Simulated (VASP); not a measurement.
A convergence study with VASP on EuS (rock salt): one setting is varied, all else stays as given below, so the limit is that of these other settings. Each run relaxes cell and ions; the cell shown is the tightest run's result. The basis is that of the starting cell, so low cut-offs carry a Pulay error.

```yaml
crystal:
  lattice:
    - [0.00000, 2.93830, 2.93830]
    - [2.93830, 0.00000, 2.93830]
    - [2.93830, 2.93830, 0.00000]
  atoms:
    - { symbol: Eu, position: [0.00000, 0.00000, 0.00000] }
    - { symbol: S, position: [0.50000, 0.50000, 0.50000] }
```

Computed with PBE GGA, VASP's PBE PAW potentials (set 64) (plane waves; VASP). The tightest run used: 700 eV cut-off, 7×7×7 Γ-centred mesh, Gaussian smearing of 0.050 eV, potentials Eu_2 S.

The 4f electrons are frozen in the core of the lanthanide potential, so 4f levels, which can set the real gap, and their magnetism are missing.

The reference is ENCUT = 700, which took about 30 core-seconds. Times come from single runs on busy shared machines, so they are rough: good to a factor of about 2.

### Question
Of the settings ENCUT = 150; ENCUT = 200; ENCUT = 250; ENCUT = 300; ENCUT = 350; ENCUT = 400; ENCUT = 450; ENCUT = 500; ENCUT = 550; ENCUT = 600; ENCUT = 650; ENCUT = 700, which is the lowest that keeps the difference from the reference in relaxed volume (Å³/atom) within 0.02 from there on, and what does it cost?

### Answer
ENCUT = 350; its cost over the reference is about 1/2.
```json
[
 {"setting": "ENCUT = 150", "difference in relaxed volume (Å³/atom)": "2.353", "cost over the reference": "about 1/4"},
 {"setting": "ENCUT = 200", "difference in relaxed volume (Å³/atom)": "0.865", "cost over the reference": "about 1/4"},
 {"setting": "ENCUT = 250", "difference in relaxed volume (Å³/atom)": "0.223", "cost over the reference": "about 1/3"},
 {"setting": "ENCUT = 300", "difference in relaxed volume (Å³/atom)": "0.031", "cost over the reference": "about 1/3"},
 {"setting": "ENCUT = 350", "difference in relaxed volume (Å³/atom)": "0.000", "cost over the reference": "about 1/2"},
 {"setting": "ENCUT = 400", "difference in relaxed volume (Å³/atom)": "0.007", "cost over the reference": "about 1/2"},
 {"setting": "ENCUT = 450", "difference in relaxed volume (Å³/atom)": "0.011", "cost over the reference": "within a factor of 2"},
 {"setting": "ENCUT = 500", "difference in relaxed volume (Å³/atom)": "0.006", "cost over the reference": "within a factor of 2"},
 {"setting": "ENCUT = 550", "difference in relaxed volume (Å³/atom)": "0.003", "cost over the reference": "within a factor of 2"},
 {"setting": "ENCUT = 600", "difference in relaxed volume (Å³/atom)": "0.001", "cost over the reference": "within a factor of 2"},
 {"setting": "ENCUT = 650", "difference in relaxed volume (Å³/atom)": "0.001", "cost over the reference": "within a factor of 2"},
 {"setting": "ENCUT = 700", "difference in relaxed volume (Å³/atom)": "0.000", "cost over the reference": "reference"}
]
```

Left out are rungs that failed or repeat a setting and relaxations that didn't move; long series are thinned to 24 rows.

The compound is EuS in the rock salt structure.
